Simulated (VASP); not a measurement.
NaLi3S, 5 atoms in the cell. Symmetry: Pm-3m, No. 221, cubic system. The conventional cell has a = 4.859 Å, b = 4.859 Å, c = 4.859 Å, α = 90.00°, β = 90.00°, γ = 90.00°. Around Na (site symmetry m-3m) lie 6 Li at 2.43 Å. Around Li (site symmetry 4/mmm) lie 2 Na at 2.43 Å. S (site symmetry m-3m) is surrounded by 12 Li at 3.44 Å. The cell was built by a generator and needn't be a form met in nature. The cell isn't the ideal one: random cell by space group and Wyckoff sites (Pm-3m, No. 221).

| Quantity | Value |
| --- | --- |
| Program | VASP 6.6.1 |
| Task | single point |
| Functional | PBE |
| Potentials or basis | VASP PAW PBE potentials, release 64 (Na_pv, Li_sv, S) |
| Cutoff | 520 eV |
| k mesh | 8 × 8 × 8 |
| Occupations | gaussian, width 0.02 eV |
| Spin | no spin polarisation |
| Dipole correction | no |
| Further INCAR settings | ALGO = Fast; EDIFF = 1e-07; NBANDS = 19 |

Potentials or basis: VASP PAW PBE potentials, release 64 (Na_pv, Li_sv, S).

Launch:

```sh
$ cat potpaw_PBE.64/Na_pv/POTCAR potpaw_PBE.64/Li_sv/POTCAR potpaw_PBE.64/S/POTCAR > POTCAR
$ mpirun -np 1 vasp_std > vasp.out
```

Hardware: 1 thread of Intel(R) Xeon(R) 6975P-C (Granite Rapids) (shared host).

Question: How long does it take, and how much memory?

Answer: It took 96 s on 1 thread of Intel(R) Xeon(R) 6975P-C (Granite Rapids), on a shared host, peak memory 0.24 GiB. Counts: scf iterations 43, k points 35.
